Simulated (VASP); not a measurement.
Here is the system:

```
Mg
1.0
    1.59217    -2.75772     0.00000
    1.59217     2.75772     0.00000
    0.00000     0.00000     5.10949
Mg
2
Direct
  0.33333   0.66667   0.25000
  0.66667   0.33333   0.75000
```

The numbers are results of MS2 meta-GGA, VASP's PBE PAW potentials (set 64) (plane waves; VASP), not measurements. Run with 520 eV cut-off, 12×12×7 Γ-centred mesh, first-order Methfessel-Paxton smearing of 0.10 eV, potentials Mg.

### Question
Estimate the energy per atom (σ→0), band gap (on the k-mesh) with the smallest direct gap where there is one.

### Answer

```
Item                                                         Value
------------------------  ----------------------------------------
band gap (on the k-mesh)  none (metal, semimetal or under 0.01 eV)
energy per atom (σ→0)                               -5.060 eV/atom
```

The absolute energy has meaning only against runs of the same code, potentials and settings.

The compound is Mg in the hcp structure. It was relaxed first. The start is the result of an earlier pass.
